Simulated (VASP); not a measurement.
Here is the system:

```
CELL_PARAMETERS angstrom
      4.22825     0.00000     0.00000
      0.00000     4.22825     0.00000
      0.00000     0.00000     4.22825
ATOMIC_POSITIONS crystal
  K  0.00000 0.00000 0.00000
  I  0.50000 0.50000 0.50000
```

The numbers are results of PBEsol GGA, VASP's PBE PAW potentials (set 64) (plane waves; VASP), not measurements. Numerical set-up: 400 eV cut-off, 7×7×7 Γ-centred mesh, tetrahedra with Blöchl corrections, potentials K_sv I.

Unless said otherwise, spin-orbit coupling is left out, though it shifts the bands of the heavy elements here.

**Question.** Tabulate the total density of states (states/eV per cell) against energy (eV; zero at the valence-band maximum or, without a gap, the Fermi level).

**Answer.** 
```
E (eV) | DOS (states/eV)
    -9.95 |  0.00
    -9.71 |  0.00
    -9.47 |  0.00
    -9.35 |  0.00
    -9.11 |  0.00
    -8.87 |  0.00
    -8.63 |  0.00
    -8.51 |  0.00
    -8.27 |  0.00
    -8.03 |  0.00
    -7.79 |  0.00
    -7.67 |  0.00
    -7.43 |  0.00
    -7.19 |  0.00
    -6.95 |  0.00
    -6.83 |  0.00
    -6.59 |  0.00
    -6.35 |  0.00
    -6.11 |  0.00
    -5.99 |  0.00
    -5.75 |  0.00
    -5.51 |  0.00
    -5.27 |  0.00
    -5.15 |  0.00
    -4.91 |  0.00
    -4.67 |  0.00
    -4.43 |  0.00
    -4.19 |  0.00
    -4.07 |  0.00
    -3.83 |  0.00
    -3.59 |  0.00
    -3.35 |  0.00
    -3.23 |  0.00
    -2.99 |  0.00
    -2.75 |  0.00
    -2.51 |  0.00
    -2.39 | # 0.15
    -2.15 | ########## 1.18
    -1.91 | ############################## 3.55
    -1.67 | ########################## 3.08
    -1.55 | #################### 2.39
    -1.31 | ######################### 3.04
    -1.07 | ################ 1.97
    -0.83 | ################ 1.94
    -0.71 | ############################ 3.35
    -0.47 | ############################## 3.57
    -0.23 | ################## 2.21
     0.01 | # 0.08
     0.13 |  0.00
     0.37 |  0.00
     0.61 |  0.00
     0.85 |  0.00
     0.97 |  0.00
     1.21 |  0.00
     1.45 |  0.00
     1.69 |  0.00
     1.93 |  0.00
     2.05 |  0.00
     2.29 |  0.00
     2.53 |  0.00
     2.77 |  0.00
     2.89 |  0.00
     3.13 |  0.00
     3.37 |  0.00
     3.61 |  0.02
     3.73 |  0.04
     3.97 | # 0.16
     4.21 | #### 0.48
     4.45 | ###### 0.71
     4.57 | ####### 0.88
     4.81 | ############# 1.59
     5.05 | ##################### 2.47
     5.29 | #################### 2.38
     5.41 | ################### 2.23
     5.65 | ######################### 3.00
     5.89 | ############################## 3.59
     6.13 | ###################### 2.57
     6.25 | ##################### 2.46
     6.49 | #################### 2.40
     6.73 | ################ 1.92
```
Within 2 eV below the valence-band maximum the largest weight inside VASP's projection spheres is I p.

The structure was generated: KI was put into the CsCl type type (Pm-3m), which need not be its known phase. It was relaxed first, which changed the volume by -14 %.
